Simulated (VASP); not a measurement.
Data:

```
Co
1.0
    1.24659    -2.15915     0.00000
    1.24659     2.15915     0.00000
    0.00000     0.00000     4.02453
Co
2
Direct
  0.33333   0.66667   0.25000
  0.66667   0.33333   0.75000
```
Starting moments (μB, in the order of the record's atoms Co Co): 1.6 1.6.

Calculation: PBE GGA, VASP's PBE PAW potentials (set 64) (plane waves; VASP 6.6.1). Numerical set-up: 500 eV cut-off, 17×17×9 Γ-centred mesh, first-order Methfessel-Paxton smearing of 0.10 eV, potentials Co.

Energy and stress use the plane-wave basis of the starting cell.

The ions, cell shape and volume at an external pressure of 5.0 GPa are relaxed. Give the cell that the relaxation ends in.

```
Co
1.0
    1.23734    -2.14313     0.00000
    1.23734     2.14313     0.00000
    0.00000     0.00000     3.99332
Co
2
Cartesian
  1.23734   0.71438   0.99833
  1.23734  -0.71438   2.99499
```
Space group P6_3/mmc (194), at a tolerance of 0.03 Å. The cell ends with 3.20 μB, on the sites 1.61 1.61 μB.

How do energy and volume change from the first to the last step?

The energy (σ→0) changes by +3.6 meV/atom and the volume by -2.2 %, in 3 ionic steps.

The compound is Co in the hcp structure. This run relaxes it under an external pressure of 5 GPa. Symmetry was kept, so distortions that lower it aren't found.
